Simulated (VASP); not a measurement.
Computed with revTPSS meta-GGA, VASP's PBE PAW potentials (set 64) (plane waves; VASP).

VASP ran on this input.

### INCAR
```
# general
SYSTEM  = GaN
PREC    = Accurate
ENCUT   = 520
LREAL   = .FALSE.   # projection in real space or not
LASPH   = .TRUE.   # aspherical one-centre terms

# electronic loop
EDIFF   = 1E-7   # SCF stop (eV)
NELM    = 100   # most electronic steps
ALGO    = Normal   # blocked Davidson
LMAXMIX = 4   # l cut-off of mixed one-centre charges
LMIXTAU = .TRUE.

# smearing
ISMEAR  = 0   # Gaussian
SIGMA   = 0.05   # width (eV)

# functional
METAGGA = RTPSS

# ions
IBRION  = 2   # conjugate gradients
NSW     = 30
ISIF    = 4   # ions and shape, fixed volume
EDIFFG  = -0.01   # ionic stop

# output
LWAVE   = .FALSE.
LCHARG  = .FALSE.
```

KPOINTS:
```
Automatic mesh
0
Gamma
8 8 4
0 0 0
```

File POSCAR:
```
GaN
1
    1.5833016004    -2.7423587775     0.0000000000
    1.5833016004     2.7423587775     0.0000000000
    0.0000000000     0.0000000000     5.1527029279
Ga N
2 2
Direct
  0.6666670000   0.3333330000   0.5000812930
  0.3333330000   0.6666670000   0.0000812930
  0.6666670000   0.3333330000   0.8769187070
  0.3333330000   0.6666670000   0.3769187070
```

POTCAR, in this order: Ga_d N (PBE.64 set). Program: vasp_std.

Output of the run:

File OSZICAR:
```
       N       E                     dE             d eps       ncg     rms          rms(c)
DAV:   1     0.279988448310E+03    0.27999E+03   -0.18653E+04  1372   0.310E+03
DAV:   2     0.191550125709E+02   -0.26083E+03   -0.25322E+03  1414   0.522E+02
DAV:   3    -0.129700581221E+02   -0.32125E+02   -0.31888E+02  1512   0.154E+02
DAV:   4    -0.141728969387E+02   -0.12028E+01   -0.12002E+01  1778   0.316E+01
DAV:   5    -0.141908101767E+02   -0.17913E-01   -0.17900E-01  1516   0.359E+00    0.961E+00
DAV:   6    -0.166185685390E+02   -0.24278E+01   -0.11699E+01  2290   0.532E+01    0.479E+00
DAV:   7    -0.154435782741E+02    0.11750E+01   -0.23895E+00  2046   0.224E+01    0.183E+00
DAV:   8    -0.154631126512E+02   -0.19534E-01   -0.13773E+00  1608   0.903E+00    0.130E+00
DAV:   9    -0.149054669896E+02    0.55765E+00   -0.67456E-01  1344   0.869E+00    0.333E-01
DAV:  10    -0.155435195117E+02   -0.63805E+00   -0.36035E-01  1424   0.609E+00    0.348E-01
DAV:  11    -0.155441741921E+02   -0.65468E-03   -0.55128E-02  1492   0.284E+00    0.101E-01
DAV:  12    -0.155854586821E+02   -0.41284E-01   -0.73556E-03  1470   0.950E-01    0.482E-02
DAV:  13    -0.155908052874E+02   -0.53466E-02   -0.36555E-03  1506   0.578E-01    0.245E-02
DAV:  14    -0.155905779028E+02    0.22738E-03   -0.27164E-04  1838   0.297E-01    0.261E-02
DAV:  15    -0.155908014430E+02   -0.22354E-03   -0.33976E-04  1884   0.196E-01    0.121E-02
DAV:  16    -0.155908613191E+02   -0.59876E-04   -0.32898E-05  1750   0.552E-02    0.103E-02
DAV:  17    -0.155908626374E+02   -0.13183E-05   -0.77014E-06  1638   0.250E-02    0.482E-03
DAV:  18    -0.155908623994E+02    0.23803E-06   -0.21905E-06  1788   0.116E-02    0.155E-03
DAV:  19    -0.155908617306E+02    0.66879E-06   -0.11437E-07   984   0.504E-03    0.483E-04
DAV:  20    -0.155908608046E+02    0.92606E-06   -0.11736E-07  1016   0.326E-03    0.407E-04
DAV:  21    -0.155908607837E+02    0.20852E-07   -0.22544E-08   726   0.241E-03
   1 F= -.15590861E+02 E0= -.15590861E+02  d E =-.155909E+02
```

OUTCAR:
```
------------------------ aborting loop because EDIFF is reached ----------------------------------------
  FORCE on cell =-STRESS in cart. coord.  units (eV):
  Direction    XX          YY          ZZ          XY          YZ          ZX
  --------------------------------------------------------------------------------------
  Total        1.7321987      1.7321986      1.7369187      0.0000000      0.0000000      0.0000000
  in kB       62.0233560     62.0233543     62.1923611      0.0000000      0.0000000      0.0000000
  external PRESSURE =      62.0796904 kB  Pullay stress =       0.0000000 kB
  volume of cell :       44.75
      direct lattice vectors                 reciprocal lattice vectors
     1.583301600 -2.742358777  0.000000000     0.315795803 -0.182324794  0.000000000
     1.583301600  2.742358777  0.000000000     0.315795803  0.182324794  0.000000000
     0.000000000  0.000000000  5.152702928     0.000000000  0.000000000  0.194072900
  FREE ENERGIE OF THE ION-ELECTRON SYSTEM (eV)
  ---------------------------------------------------
  free  energy   TOTEN  =       -15.5908607837 eV

  energy  without entropy=      -15.5908607837  energy(sigma->0) =      -15.59086078

 reached required accuracy - stopping structural energy minimisation
```
(Selected blocks of OUTCAR.)

The compound is GaN in the wurtzite structure. This cell is one point of a volume scan, at 0.97 of the reference volume.
